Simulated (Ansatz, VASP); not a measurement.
# Hf in two plane-wave programs

Wanted: the spread between two codes on one cell, functional and k mesh. The cell is taken from a series of runs on this material, whose earlier steps may have relaxed, scaled, displaced or heated it; both programs get it as it stands.

Method: plane waves, with VASP 6.6.1 beside it; relaxation of cell and atoms at LDA, in Ansatz 0.2.0.

This is not the structure that Hf takes at ambient pressure and room temperature (hexagonal, No. 194); it is a model or a phase of other conditions.

## 1. The structure

The structure is cubic, space group Im-3m (No. 229). Conventional cell: a = 3.434 Å, b = 3.434 Å, c = 3.434 Å, α = 90.00°, β = 90.00°, γ = 90.00°. Nearest to Hf lie 8 Hf at 2.97 Å.

## 2. VASP: relaxation of cell and atoms, LDA

The relaxed volume is the usual yardstick between codes: in a stiff, nearly cubic crystal its relative difference is about their pressure difference at one cell divided by the bulk modulus.

Lines of VASP's logs that name or quote its potential files are left out, and so is its time.

INCAR

```
SYSTEM = Hf
PREC = Accurate
ENCUT = 500
EDIFF = 1E-07
NELM = 120
ISMEAR = 0
SIGMA = 0.1
LREAL = .FALSE.
ALGO = Normal
GGA = PW92
NBANDS = 11
LASPH = .TRUE.
LORBIT = 11
LWAVE = .FALSE.
LCHARG = .FALSE.
ISIF = 3
IBRION = 2
NSW = 80
EDIFFG = -0.005
GGA_COMPAT = .FALSE.
NELMIN = 4
KPAR = 2
```

POSCAR

```
Hf
1.0
   -1.7170060000      1.7170060000      1.7170060000
    1.7170060000     -1.7170060000      1.7170060000
    1.7170060000      1.7170060000     -1.7170060000
Hf
1
Direct
    0.0000000000      0.0000000000      0.0000000000
```

KPOINTS

```
Automatic mesh
0
Gamma
16 16 16
0 0 0
```

The projector-augmented-wave data sets are Hf_pv (LDA family, release 64).

Launch:

```sh
$ mpirun -np 2 vasp_std
```

Numbers of over 12 decimals in the logs are rounded to 6 here.

Output:

```text
[banner, memory and clock lines left out]
running    2 mpi-ranks, on    1 nodes
 distrk:  each k-point on    1 cores,    2 groups
 distr:  one band on    1 cores,    1 groups

 POSCAR found type information on POSCAR Hf
 POSCAR found :  1 types and       1 ions
|                                                                             |
|               ----> ADVICE to this user running VASP <----                  |
|                                                                             |
|     You enforced a specific xc type in the INCAR file but a different       |
|     [... a line on the potential file left out ...]
|     I HOPE YOU KNOW WHAT YOU ARE DOING!                                     |
|                                                                             |

 LDA part: xc-table for (Slater(with rela. corr.)+PW92), standard interpolation
 POSCAR, INCAR and KPOINTS ok, starting setup
 FFT: planning ... GRIDC
 FFT: planning ... GRID_SOFT
 FFT: planning ... GRID
 WAVECAR not read
 entering main loop
       N       E                     dE             d eps       ncg     rms          rms(c)
DAV:   1     0.120453765259E+02    0.12045E+02   -0.55666E+03  3222   0.820E+02
DAV:   2    -0.104557540735E+02   -0.22501E+02   -0.21645E+02  4038   0.153E+02
DAV:   3    -0.108459504432E+02   -0.39020E+00   -0.38831E+00  3957   0.141E+01
DAV:   4    -0.108471529208E+02   -0.12025E-02   -0.12024E-02  3616   0.963E-01
DAV:   5    -0.108471583662E+02   -0.54454E-05   -0.54455E-05  3900   0.568E-02    0.461E+01
DAV:   6    -0.106226940535E+02    0.22446E+00   -0.18223E-01  3592   0.304E+00    0.270E+01
DAV:   7    -0.105468699747E+02    0.75824E-01   -0.25893E-01  3607   0.348E+00    0.114E+00
DAV:   8    -0.105434450397E+02    0.34249E-02   -0.16851E-02  3540   0.924E-01    0.258E-01
DAV:   9    -0.105434759050E+02   -0.30865E-04   -0.35136E-04  3920   0.132E-01    0.317E-02
DAV:  10    -0.105434765551E+02   -0.65015E-06   -0.17914E-05  3574   0.305E-02    0.178E-02
DAV:  11    -0.105434756859E+02    0.86920E-06   -0.28769E-06  3662   0.124E-02    0.237E-03
DAV:  12    -0.105434756891E+02   -0.31937E-08   -0.30858E-08  2294   0.174E-03
   1 F= -.10543476E+02 E0= -.10539196E+02  d E =-.105435E+02
 curvature:   0.00 expect dE= 0.000E+00 dE for cont linesearch  0.000E+00
 trial: gam= 0.00000 g(F)=  0.586E-64 g(S)=  0.215E-02 ort = 0.000E+00 (trialstep = 0.100E+01)
 search vector abs. value=  0.215E-02
 bond charge predicted
       N       E                     dE             d eps       ncg     rms          rms(c)
DAV:   1    -0.105576038852E+02   -0.14128E-01   -0.34048E-01  3256   0.459E+00    0.106E+00
DAV:   2    -0.105466127508E+02    0.10991E-01   -0.13821E-02  3376   0.974E-01    0.398E-01
DAV:   3    -0.105434050866E+02    0.32077E-02   -0.88643E-03  3328   0.696E-01    0.194E-01
DAV:   4    -0.105433838907E+02    0.21196E-04   -0.73482E-05  3903   0.790E-02    0.116E-01
DAV:   5    -0.105433730172E+02    0.10874E-04   -0.14814E-05  3641   0.261E-02    0.151E-02
DAV:   6    -0.105433730790E+02   -0.61742E-07   -0.51207E-07  3691   0.502E-03
   2 F= -.10543373E+02 E0= -.10539161E+02  d E =0.102610E-03
 trial-energy change:    0.000103  1 .order    0.000109   -0.002151    0.002369
 step:   0.4780(harm=  0.4759)  dis= 0.00000  next Energy=   -10.543991 (dE=-0.515E-03)
 bond charge predicted
       N       E                     dE             d eps       ncg     rms          rms(c)
DAV:   1    -0.105478675432E+02   -0.44945E-02   -0.92417E-02  3241   0.240E+00    0.555E-01
DAV:   2    -0.105448725053E+02    0.29950E-02   -0.37261E-03  3361   0.507E-01    0.208E-01
DAV:   3    -0.105439956340E+02    0.87687E-03   -0.24052E-03  3325   0.364E-01    0.103E-01
DAV:   4    -0.105439893625E+02    0.62714E-05   -0.19137E-05  3914   0.410E-02    0.590E-02
DAV:   5    -0.105439865564E+02    0.28061E-05   -0.39398E-06  3623   0.137E-02    0.776E-03
DAV:   6    -0.105439865644E+02   -0.79461E-08   -0.12752E-07  3334   0.267E-03
   3 F= -.10543987E+02 E0= -.10539734E+02  d E =-.510875E-03
 curvature:  -0.24 expect dE=-0.107E-09 dE for cont linesearch -0.107E-09
 trial: gam=-0.00046 g(F)=  0.616E-63 g(S)=  0.448E-09 ort = 0.982E-06 (trialstep = 0.896E+00)
 search vector abs. value=  0.100E-09
 reached required accuracy - stopping structural energy minimisation
```

OUTCAR, selected parts (step 2):

```text
ion  position               nearest neighbor table
   1  0.000  0.000  0.000-

  LATTYP: Found a body centered cubic cell.
 ALAT       =     3.4340120000

 Subroutine GETGRP returns: Found 48 space group operations
 (whereof 48 operations were pure point group operations)

The static configuration has the point symmetry O_h .

 Found    145 irreducible k-points:

   k-points           NKPTS =    145   k-points in BZ     NKDIM =    145   number of bands    NBANDS=     11

   dimension x,y,z NGX =    24 NGY =   24 NGZ =   24
   dimension x,y,z NGXF=    48 NGYF=   48 NGZF=   48

   ENCUT  =  500.0 eV  36.75 Ry    6.06 a.u.   5.42  5.42  5.42*2*pi/ulx,y,z

   NELECT =      10.0000    total number of electrons

 k-points in reciprocal lattice and weights: Automatic mesh
   0.00000000  0.00000000  0.00000000       0.000
   0.06250000  0.00000000  0.00000000       0.003
   0.12500000  0.00000000  0.00000000       0.003
   0.18750000  0.00000000  0.00000000       0.003
   0.25000000  0.00000000  0.00000000       0.003
   0.31250000  0.00000000  0.00000000       0.003
   0.37500000  0.00000000  0.00000000       0.003
   0.43750000  0.00000000  0.00000000       0.003
   0.50000000  0.00000000  0.00000000       0.001
[...]
0.50000000  0.50000000  0.43750000       0.003
   0.50000000  0.50000000  0.50000000       0.000

 average (electrostatic) potential at core
       1 -36.6987

 E-fermi :   5.0968

 k-point     1 :       0.0000    0.0000    0.0000
  band No.  band energies     occupation
      1     -24.2326      2.00000
      2     -24.2326      2.00000
      3     -24.2326      2.00000
      4      -2.1536      2.00000
      5       6.6006      0.00000
      6       6.6006      0.00000
      7       6.6006      0.00000
      8       9.6691      0.00000
      9       9.6691      0.00000
    ...

 k-point     2 :       0.0625    0.0000    0.0000
  band No.  band energies     occupation
      1     -24.2795      2.00000
      2     -24.2467      2.00000
      3     -24.2328      2.00000
      4      -1.9907      2.00000
      5       6.4858      0.00000
      6       6.5598      0.00000
      7       6.7611      0.00000
      8       9.4756      0.00000
      9       9.6657      0.00000
    ...

 k-point     3 :       0.1250    0.0000    0.0000
  band No.  band energies     occupation
      1     -24.4113      2.00000
      2     -24.2870      2.00000
      3     -24.2337      2.00000
      4      -1.5225      2.00000
      5       6.1785      0.00000
      6       6.3841      0.00000
      7       7.2371      0.00000
      8       9.1268      0.00000
      9       9.6701      0.00000
    ...

  Total        0.0000556      0.0000556      0.0000556      0.0000000      0.0000000     -0.0000000
  in kB        0.0043659      0.0043659      0.0043659      0.0000000      0.0000000     -0.0000000
  external PRESSURE =       0.0043659 kB  Pullay stress =       0.0000000 kB

  energy-cutoff  :      500.00
  volume of cell :       20.42
      direct lattice vectors                 reciprocal lattice vectors
    -1.721833088  1.721833088  1.721833088     0.000000000  0.290388194  0.290388194
     1.721833088 -1.721833088  1.721833088     0.290388194  0.000000000  0.290388194
     1.721833088  1.721833088 -1.721833088     0.290388194  0.290388194  0.000000000

 POSITION                                       TOTAL-FORCE (eV/Angst)
 -----------------------------------------------------------------------------------
      0.00000      0.00000      0.00000         0.000000      0.000000      0.000000
 -----------------------------------------------------------------------------------
    total drift:                                0.000000      0.000000     -0.000000

  FREE ENERGIE OF THE ION-ELECTRON SYSTEM (eV)
  ---------------------------------------------------
  free  energy   TOTEN  =       -10.5439865644 eV

  energy  without entropy=      -10.5354820243  energy(sigma->0) =      -10.53973429

 reached required accuracy - stopping structural energy minimisation

 total charge
# of ion       s       p       d       tot
------------------------------------------
    1        0.405   6.376   1.758   8.539

[... 3 further parts left out ...]
```

The run keeps the 48 symmetry operations of its start, so it cannot find a distortion of lower symmetry.

## 3. Ansatz: relaxation of cell and atoms, LDA

Ansatz runs on norm-conserving files, of PseudoDojo where its log says so.

The same cell, functional (in two slightly different forms), mesh and smearing now go to Ansatz, which takes its cutoff from its data sets.

input.yaml

```yaml
crystal:
  lattice:
    - [-1.71700625, 1.71700625, 1.71700625]
    - [1.71700625, -1.71700625, 1.71700625]
    - [1.71700625, 1.71700625, -1.71700625]
  atoms:
    - { symbol: Hf, position: [0.0, 0.0, 0.0] }
kpoints:
  mp_grid: { grid: [16, 16, 16] }
hamiltonian:
  xc: lda
  pseudopotentials: { kind: nc }
scf:
  occupations: { method: gaussian, width: 0.1 }
output:
  forces: true
  stress: true
  eigenvalues: true
relax:
  adjacent_minimum: "off"
  f_tol: 0.005
  max_steps: 80
  cell: { stress_tol: 0.05 }
```

Launch:

```sh
$ ansatz run input.yaml --threads 4 --pin off --max-ram 7168MiB --backend cpu --events-out ev --progress --plain --runs-dir out
```

Output:

```text
Engine: ansatz 0.2.0, aarch64-unknown-linux-gnu
Pseudopotentials: kind: nc
Pseudopotential: Hf, nc, valence charge 12, recommended cutoff 789.130201 eV (normal), Hf.nc.azcp (PseudoDojo's, or run here from an input of PseudoDojo's: the run reads no file of this project's for it)
Functional definition: SPW92
  exchange = slater_x
  correlation = pw_c
Crystal: 1 atoms, lattice volume = 20.248 Å³
Basis set: ecut = 789.130201 eV, 959 PW (Γ)
Bands: 10, of which v1, the nominal top of the filled ones, is band 6 counted from 1 (5 counted from 0)
Symmetry: 48 space group operations
Space group: Im-3m (ITA 229), of the structure as read, at distance tolerance 2.7e-5 Å
k-points: 145 of 4096
Non-local potential: Hf, projectors of the file, l = 0: 2, l = 1: 2, l = 2: 2, l = 3: 2
Initial density: superposition of atomic densities (chi_scale 0.1, normalization cell)
Initial wavefunctions: pseudopotential atomic-orbital guess
Functional: x = slater, c = lda
SCF iter   1: F=—  HF=-1535.925227 eV  |F-HF|=—  |Δ(HF+E_count)|=         —  Δρ=2.40e-2  dr2=1.50e-1  ethr=3.10e-3  ⟨swp⟩=6.1  Hψ=10663  notcnv=0
preconditioner: auto → none  [metal: Δε(μ)=0.015 eV  Ē_g=6.422 eV  σ=0.100 eV  W_gap=0.09  n_scr=0 (ndim 8)  ℏωp=16.5 eV  f_vac=0.000  D(μ)=1.42/eV (n_scr^D=12)]
SCF iter   2: F=—  HF=-1535.865711 eV  |F-HF|=—  |Δ(HF+E_count)|=   5.95e-2  Δρ=8.01e-3  dr2=1.10e-2  ethr=1.25e-3  ⟨swp⟩=3.5  Hψ=3703  notcnv=0  defer=19
SCF iter   3: F=—  HF=-1535.862838 eV  |F-HF|=—  |Δ(HF+E_count)|=   2.87e-3  Δρ=2.07e-3  dr2=3.43e-4  ethr=9.18e-5  ⟨swp⟩=2.8  Hψ=2406  notcnv=0  defer=19
SCF iter   4: F=—  HF=-1535.862843 eV  |F-HF|=—  |Δ(HF+E_count)|=   5.26e-6  Δρ=1.35e-4  dr2=1.27e-6  ethr=2.86e-6  ⟨swp⟩=2.0  Hψ=1818  notcnv=0  defer=19
SCF iter   5: F=—  HF=-1535.862845 eV  |F-HF|=—  |Δ(HF+E_count)|=   1.84e-6  Δρ=1.27e-5  dr2=2.04e-8  ethr=8.33e-10  ⟨swp⟩=10.6  Hψ=10071  notcnv=0
SCF iter   6: F=-1535.862845 eV  HF=-1535.862845 eV  |F-HF|=7.81e-10  |Δ(HF+E_count)|=   6.11e-9  Δρ=2.00e-6  dr2=9.85e-10  ethr=1.70e-10  ⟨swp⟩=2.9  Hψ=5462  notcnv=0
SCF 1 converged in 6 iterations: F = -1535.862845 eV  dr2 = 9.85e-10
relax step   1: F+E_penalty+E_count = -1535.86284483 eV  Δ(F+E_penalty+E_count) = +0.000e0 eV  max|allowed force component| = 0.000e0 eV/Å  Δτ_max = 0.0000 Å  P = -0.446 GPa  Ω = 20.248 Å³  (6 SCF iters, dr2 threshold 1.00e-7 eV, accepted)
[...]
relax step   2: F+E_penalty+E_count = -1535.86279696 eV  Δ(F+E_penalty+E_count) = +4.786e-5 eV  max|allowed force component| = 0.000e0 eV/Å  Δτ_max = 0.0000 Å  P = +0.567 GPa  Ω = 20.067 Å³  energy of the carried Pulay correction = +1.728e-5 eV  (3 SCF iters, dr2 threshold 1.00e-7 eV, rejected (line search))
[...]
relax step   3: F+E_penalty+E_count = -1535.86296445 eV  Δ(F+E_penalty+E_count) = -1.196e-4 eV  max|allowed force component| = 0.000e0 eV/Å  Δτ_max = 0.0000 Å  P = -0.002 GPa  Ω = 20.168 Å³  energy of the carried Pulay correction = +7.624e-6 eV  (5 SCF iters, accepted)
[...]
relax step   4: F+E_penalty+E_count = -1535.86295762 eV  Δ(F+E_penalty+E_count) = +6.828e-6 eV  max|allowed force component| = 0.000e0 eV/Å  Δτ_max = 0.0000 Å  P = -0.003 GPa  Ω = 20.168 Å³  stress off target by 3.26e-3 GPa  SCF on the basis re-selected at this cell (its energy is not comparable with the rows above)  (3 SCF iters)
basis re-selected at this cell: Δ(F+E_penalty+E_count) = +6.828e-6 eV, ΔP = -0.001 GPa vs the last step (what re-selecting the basis moved, of the pressure what is left beyond the Pulay correction that the steps carried, after the strain that the cell walked since its last selection, with what the two solves' SCF thresholds leave and, on support functions, any second-order correction that the steps lacked; it is no measure of the basis error at this ecutwfc). This SCF's stress stands 3.26e-3 GPa from its target on what of the cell is left free (relax.cell.stress_tol is 5.00e-2 GPa) and its largest allowed force component is 0.00e0 eV/Å (relax.f_tol is 5.00e-3 eV/Å): [rest of the remark cut]
SCF converged after 3 iterations
Free energy (F): -1535.862958 eV
Harris-Foulkes:  -1535.862958 eV  (|F-HF|=4.55e-13)
Internal energy: -1535.854612 eV  (E = F + TS)
E sigma→0 (E₀):  -1535.858785 eV
Entropy (-TS):   -0.008345 eV (-8.345 meV/atom)
Fermi energy:    15.686819 eV
--- Per-component energies (eV) ---
  E_band       = -121.069367
  E_kinetic    = 398.084719
  E_local      = -696.095050  (includes V_loc(G=0)·N_el)
  E_nonlocal   = 69.039382
  E_hartree    = 179.087842
  E_xc         = -385.789131
  E_vxc        = -250.274081  (∫ρ·V_xc dr)
  E_ewald      = -1100.182375
  E_smearing   = -0.008345  (= −TS)
  E_closure    = -0.000000  (closes the sum)
  Σ components = -1535.862958   (vs F -1535.862958, Δ=0.00e0)
--- Forces (eV/Å), atoms counted from 1 ---
  atom   1  Hf    -0.00000000     0.00000000     0.00000000
  max |Σ_I F_I| component: 4.77e-31 eV/Å
--- Stress (GPa, compression-positive) ---
       -0.003257       0.000000       0.000000
        0.000000      -0.003257      -0.000000
        0.000000      -0.000000      -0.003257
  P = ⅓ Tr σ = -0.0033 GPa (-0.033 kbar)
--- Band table (eV; the first three rows and the last of 145) ---
  k-point 0: bands = ["-45.5541", "-13.6893", "-13.6893", "-13.6893", "8.3529", "17.2127", "17.2127", "17.2127", "20.3229", "20.3229"]
  k-point 1: bands = ["-45.5500", "-13.7378", "-13.7040", "-13.6897", "8.5177", "17.0965", "17.1719", "17.3766", "20.1268", "20.3203"]
  k-point 2: bands = ["-45.5382", "-13.8735", "-13.7455", "-13.6906", "8.9913", "16.7854", "16.9951", "17.8624", "19.7740", "20.3268"]
  k-point 144: bands = ["-45.3647", "-14.4915", "-14.4915", "-14.4915", "12.6456", "12.6456", "23.2239", "23.2239", "23.2239", "23.8275"]
--- Relaxed structure (3 steps of the walk, 2 accepted, 1 SCFs on fresh bases) ---
  F+E_penalty+E_count = -1535.86295762 eV   max|allowed force component| = 0.000e0 eV/Å   (the final SCF, on the basis selected at the relaxed cell)
  cell:  # Å, volume = 20.1678 Å³
    - [-1.714745, 1.714745, 1.714745]
    - [1.714745, -1.714745, 1.714745]
    - [1.714745, 1.714745, -1.714745]
  atoms:
    - { symbol: Hf, position: [0.0, 0.0, 0.0] }
```

In the SCF lines HF is the Harris–Foulkes energy and dr2 the Hartree energy of the density residual, in eV; the loop may stop once dr2 is under the threshold and the program's other checks hold. Hψ counts applications of the Hamiltonian.

## 4. Comparison

Known differences besides the potentials themselves: the data sets hold 12 valence electrons in Ansatz (on norm-conserving files, of PseudoDojo where its log says so) and 10 in VASP; the cutoff is 789.13 eV in Ansatz and 500 eV in VASP; VASP's log shows a relativistic correction to its local exchange, Ansatz's none; Ansatz adds a Pulay correction to the stress that steers its cell, VASP none. Total energies have different zeros and are not compared.

The two programs side by side:

| quantity | Ansatz | VASP | difference |
| --- | --- | --- | --- |
| volume (Å³) | 20.17 | 20.42 | -1.23 % |
| edge a after relaxation, in the typed setting (Å) | 2.970 | 2.982 | -0.41 % |

## 5. Results

| Quantity | Value |
| --- | --- |
| difference in volume (relaxation of cell and atoms, LDA) | -1.2 % |

In words: The difference in volume is -1.2 % (relaxation of cell and atoms, LDA), at about the 1.2 % picked in this series as the mark of a large difference, as far as the stopping tolerances let one tell. The data sets hold unlike numbers of valence electrons (12 in Ansatz and 10 in VASP), so part of the differences comes from the potentials. What causes the difference of the relaxation of cell and atoms, LDA pair stays open here. 5 further runs of this series are not shown here. How closely two codes agree says nothing of how well the functional describes the real material.

[Lines on the potential files, build, host, timing and source positions are cut from VASP's logs without a mark.]

[Logs are printed without paths, hosts, clocks, repeated set-up lines and the standing remarks that a program may print on its own settings, such as how far it seeks lower states.]

[Hosts, paths, dates, database ids (printed as entryN), source tags and the programs' standing remarks are cut or masked in the printed files.]
